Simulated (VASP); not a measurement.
All values below come from LDA (Ceperley-Alder, Perdew-Zunger), VASP's LDA PAW potentials (set 64) (plane waves; VASP).

A VASP calculation is set up with these files.

**INCAR**
```
ALGO = Normal
EDIFF = 1E-6
ENCUT = 240
ISIF = 2
ISMEAR = 0
LASPH = .True.
LCHARG = .False.
LMAXMIX = 6
LREAL = Auto
LWAVE = .False.
NELM = 100
PREC = Accurate
SIGMA = 0.1
SYSTEM = Hf
```

POSCAR:
```
Hf
40.72880
  0.1320240469   0.0000000000   0.0000000000
  0.0000000000   0.2452516401   0.0000000000
  0.0000000000   0.0000000000   0.5000000000
Hf
20
Cart
  0.1210220870   0.0000000000   0.1718685000
  0.1210220870   0.1226258201   0.1718685000
  0.0330060117   0.1839387301   0.1718685000
  0.0770139833   0.0613129100   0.1718685000
  0.0550100635   0.0000000000   0.2109345000
  0.0550100635   0.1226258201   0.2109345000
  0.0990180351   0.1839387301   0.2109345000
  0.0110019599   0.0613129100   0.2109345000
  0.1210220870   0.0000000000   0.2500000000
  0.1210220870   0.1226258201   0.2500000000
  0.0330060117   0.1839387301   0.2500000000
  0.0770139833   0.0613129100   0.2500000000
  0.0550100635   0.0000000000   0.2890655000
  0.0550100635   0.1226258201   0.2890655000
  0.0990180351   0.1839387301   0.2890655000
  0.0110019599   0.0613129100   0.2890655000
  0.1210220870   0.0000000000   0.3281315000
  0.1210220870   0.1226258201   0.3281315000
  0.0330060117   0.1839387301   0.3281315000
  0.0770139833   0.0613129100   0.3281315000
```

### KPOINTS
```
Automatic mesh
0
Gamma
5 3 1
0 0 0
```

POTCAR, in this order: Hf_pv (LDA.64 set). Program: vasp_std.

The resulting files:

**OUTCAR**
```
 ion  position               nearest neighbor table
   1  0.917  0.000  0.344-   3 3.07   4 3.07   8 3.09   7 3.09   5 3.12   5 3.12   9 3.18
   2  0.917  0.500  0.344-   3 3.07   4 3.07   8 3.09   7 3.09   6 3.12   6 3.12  10 3.18
   3  0.250  0.750  0.344-   1 3.07   2 3.07   5 3.09   6 3.09   7 3.12   7 3.12  11 3.18
   4  0.583  0.250  0.344-   1 3.07   2 3.07   5 3.09   6 3.09   8 3.12   8 3.12  12 3.18
   5  0.417  0.000  0.422-   7 3.07   8 3.07  12 3.09  11 3.09   4 3.09   3 3.09   9 3.12   9 3.12
                             1 3.12   1 3.12  13 3.18
   6  0.417  0.500  0.422-   7 3.07   8 3.07  12 3.09  11 3.09   4 3.09   3 3.09  10 3.12  10 3.12
                             2 3.12   2 3.12  14 3.18
   7  0.750  0.750  0.422-   5 3.07   6 3.07   9 3.09  10 3.09   1 3.09   2 3.09  11 3.12  11 3.12
                             3 3.12   3 3.12  15 3.18
   8  0.083  0.250  0.422-   5 3.07   6 3.07   9 3.09  10 3.09   1 3.09   2 3.09  12 3.12  12 3.12
                             4 3.12   4 3.12  16 3.18
   9  0.917  0.000  0.500-  11 3.07  12 3.07   8 3.09  16 3.09  15 3.09   7 3.09   5 3.12  13 3.12
                             5 3.12  13 3.12   1 3.18  17 3.18
  10  0.917  0.500  0.500-  11 3.07  12 3.07   8 3.09  16 3.09  15 3.09   7 3.09   6 3.12  14 3.12
                             6 3.12  14 3.12   2 3.18  18 3.18
  11  0.250  0.750  0.500-   9 3.07  10 3.07   5 3.09   6 3.09  13 3.09  14 3.09   7 3.12  15 3.12
                             7 3.12  15 3.12   3 3.18  19 3.18
  12  0.583  0.250  0.500-   9 3.07  10 3.07   5 3.09   6 3.09  13 3.09  14 3.09   8 3.12  16 3.12
                             8 3.12  16 3.12   4 3.18  20 3.18
  13  0.417  0.000  0.578-  15 3.07  16 3.07  12 3.09  11 3.09  20 3.09  19 3.09   9 3.12   9 3.12
                            17 3.12  17 3.12   5 3.18
  14  0.417  0.500  0.578-  15 3.07  16 3.07  12 3.09  11 3.09  20 3.09  19 3.09  10 3.12  10 3.12
                            18 3.12  18 3.12   6 3.18
...
```

OSZICAR:
```
       N       E                     dE             d eps       ncg     rms          rms(c)
DAV:   1     0.727136606329E+03    0.72714E+03   -0.80594E+04  1944   0.796E+02
DAV:   2    -0.146684089445E+03   -0.87382E+03   -0.84839E+03  1696   0.260E+02
DAV:   3    -0.213938220713E+03   -0.67254E+02   -0.64337E+02  1888   0.551E+01
DAV:   4    -0.218084449632E+03   -0.41462E+01   -0.39588E+01  1976   0.122E+01
DAV:   5    -0.218361614975E+03   -0.27717E+00   -0.27111E+00  1952   0.247E+00    0.211E+02
DAV:   6    -0.211878516383E+03    0.64831E+01   -0.18722E+02  1912   0.247E+01    0.784E+01
DAV:   7    -0.236830985735E+03   -0.24952E+02   -0.45791E+02  1840   0.291E+01    0.112E+02
DAV:   8    -0.200300237994E+03    0.36531E+02   -0.14050E+02  1944   0.177E+01    0.501E+01
DAV:   9    -0.198732801487E+03    0.15674E+01   -0.16561E+01  2024   0.748E+00    0.304E+01
DAV:  10    -0.198485996142E+03    0.24681E+00   -0.12783E+00  2048   0.262E+00    0.217E+01
DAV:  11    -0.198260391921E+03    0.22560E+00   -0.31722E-01  1976   0.123E+00    0.142E+01
DAV:  12    -0.198111784314E+03    0.14861E+00   -0.47671E-01  1952   0.168E+00    0.447E+00
DAV:  13    -0.198090729503E+03    0.21055E-01   -0.15279E-01  1936   0.954E-01    0.223E+00
DAV:  14    -0.198088010783E+03    0.27187E-02   -0.44120E-02  2000   0.489E-01    0.652E-01
DAV:  15    -0.198089752467E+03   -0.17417E-02   -0.58589E-03  1904   0.182E-01    0.497E-01
DAV:  16    -0.198090380388E+03   -0.62792E-03   -0.31278E-03  1944   0.101E-01    0.243E-01
DAV:  17    -0.198091284879E+03   -0.90449E-03   -0.11470E-03  1776   0.831E-02    0.115E-01
DAV:  18    -0.198091540865E+03   -0.25599E-03   -0.24128E-04  1920   0.349E-02    0.105E-01
DAV:  19    -0.198091752428E+03   -0.21156E-03   -0.59300E-05  1664   0.163E-02    0.477E-02
DAV:  20    -0.198092139807E+03   -0.38738E-03   -0.13947E-04  1712   0.226E-02    0.502E-02
DAV:  21    -0.198092436485E+03   -0.29668E-03   -0.89825E-05  1632   0.152E-02    0.227E-02
DAV:  22    -0.198092657235E+03   -0.22075E-03   -0.34576E-05  1408   0.920E-03    0.171E-02
DAV:  23    -0.198092872494E+03   -0.21526E-03   -0.20398E-05  1272   0.651E-03    0.135E-02
DAV:  24    -0.198093060027E+03   -0.18753E-03   -0.10228E-05  1392   0.497E-03    0.818E-03
DAV:  25    -0.198093192158E+03   -0.13213E-03   -0.45376E-06  1216   0.322E-03    0.446E-03
DAV:  26    -0.198093278086E+03   -0.85928E-04   -0.44558E-06  1176   0.202E-03    0.435E-03
DAV:  27    -0.198093310636E+03   -0.32550E-04   -0.25120E-06  1104   0.136E-03    0.440E-03
DAV:  28    -0.198093314834E+03   -0.41983E-05   -0.49357E-07  1104   0.102E-03    0.102E-03
DAV:  29    -0.198093315113E+03   -0.27963E-06   -0.73286E-08   936   0.576E-04
   1 F= -.19809332E+03 E0= -.19803799E+03  d E =-.110642E+00
```

OUTCAR:
```
------------------------ aborting loop because EDIFF is reached ----------------------------------------
  FORCE on cell =-STRESS in cart. coord.  units (eV):
  Direction    XX          YY          ZZ          XY          YZ          ZX
  --------------------------------------------------------------------------------------
  Total      -28.4288209    -22.8407411    -26.5944730     -0.0000000      0.0000000      0.0000000
  in kB      -41.6418122    -33.4565353    -38.9549061     -0.0000000      0.0000000      0.0000000
  external PRESSURE =     -38.0177512 kB  Pullay stress =       0.0000000 kB
  volume of cell :     1093.80
      direct lattice vectors                 reciprocal lattice vectors
     5.377181000  0.000000000  0.000000000     0.185971051  0.000000000  0.000000000
     0.000000000  9.988805000  0.000000000     0.000000000  0.100112075  0.000000000
     0.000000000  0.000000000 20.364400000     0.000000000  0.000000000  0.049105301
 POSITION                                       TOTAL-FORCE (eV/Angst)
 -----------------------------------------------------------------------------------
      4.92908      0.00000      7.00000         0.000000      0.000000      1.150372
      4.92908      4.99440      7.00000         0.000000      0.000000      1.150372
      1.34430      7.49160      7.00000         0.780356      0.000000      1.063617
      3.13669      2.49720      7.00000        -0.780356     -0.000000      1.063617
      2.24049      0.00000      8.59111         0.000000     -0.000000     -0.354144
      2.24049      4.99440      8.59111         0.000000      0.000000     -0.354144
      4.03289      7.49160      8.59111        -0.286173      0.000000     -0.226704
      0.44810      2.49720      8.59111         0.286173      0.000000     -0.226704
      4.92908      0.00000     10.18220         0.000000      0.000000      0.000000
      4.92908      4.99440     10.18220         0.000000      0.000000      0.000000
      1.34430      7.49160     10.18220         0.312393     -0.000000      0.000000
      3.13669      2.49720     10.18220        -0.312393     -0.000000      0.000000
      2.24049      0.00000     11.77329         0.000000     -0.000000      0.354144
      2.24049      4.99440     11.77329         0.000000      0.000000      0.354144
      4.03289      7.49160     11.77329        -0.286173      0.000000      0.226704
      0.44810      2.49720     11.77329         0.286173      0.000000      0.226704
      4.92908      0.00000     13.36440         0.000000      0.000000     -1.150372
      4.92908      4.99440     13.36440         0.000000      0.000000     -1.150372
      1.34430      7.49160     13.36440         0.780356      0.000000     -1.063617
      3.13669      2.49720     13.36440        -0.780356      0.000000     -1.063617
 -----------------------------------------------------------------------------------
    total drift:                                0.008168      0.000000      0.000000
  FREE ENERGIE OF THE ION-ELECTRON SYSTEM (eV)
  ---------------------------------------------------
  free  energy   TOTEN  =      -198.0933151135 eV

  energy  without entropy=     -197.9826732664  energy(sigma->0) =     -198.03799419
```
(Selected blocks of OUTCAR.)

**OUTCAR**
```
 val. band max:       -0.0743614308   @ k =   0.0000   0.3333   0.0000

 cond. band min:      -0.0562242634   @ k =   0.4000   0.3333   0.0000


 Fermi energy:        -0.0609965031

 k-point     1 :       0.0000    0.0000    0.0000
  band No.  band energies     occupation
      1     -31.0984      2.00000
      2     -31.0902      2.00000
      3     -31.0741      2.00000
      4     -31.0734      2.00000
      5     -31.0599      2.00000
      6     -31.0573      2.00000
      7     -31.0296      2.00000
      8     -30.9985      2.00000
      9     -30.9890      2.00000
     10     -30.9868      2.00000
     11     -30.9771      2.00000
     12     -30.9718      2.00000
     13     -30.9677      2.00000
     14     -30.9484      2.00000
     15     -30.9289      2.00000
     16     -30.9196      2.00000
     17     -30.8395      2.00000
     18     -30.8320      2.00000
     19     -30.7981      2.00000
     20     -30.7895      2.00000
     21     -30.7318      2.00000
     22     -30.6962      2.00000
     23     -30.6745      2.00000
     24     -30.6096      2.00000
     25     -30.5911      2.00000
     26     -30.5801      2.00000
     27     -30.5519      2.00000
     28     -30.5105      2.00000
     29     -30.4957      2.00000
     30     -30.4575      2.00000
     31     -30.3806      2.00000
     32     -30.3634      2.00000
     33     -30.3570      2.00000
     34     -30.3490      2.00000
     35     -30.3457      2.00000
     36     -30.3454      2.00000
     37     -30.2842      2.00000
     38     -30.2733      2.00000
     39     -30.2253      2.00000
     40     -30.2185      2.00000
     41     -30.1985      2.00000
     42     -30.1790      2.00000
     43     -30.1551      2.00000
     44     -30.1461      2.00000
     45     -30.1128      2.00000
     46     -30.0979      2.00000
     47     -30.0939      2.00000
     48     -30.0865      2.00000
     49     -30.0567      2.00000
     50     -30.0464      2.00000
     51     -30.0437      2.00000
...
```

At this cut-off the stress carries a Pulay error, which pulls relaxed volumes low. The cell holds a wide vacuum, so values per volume refer to the whole cell. Unless said otherwise, spin-orbit coupling is left out, though it shifts the bands of the heavy elements here.

The cell is a sheet with vacuum, built from a generated structure.
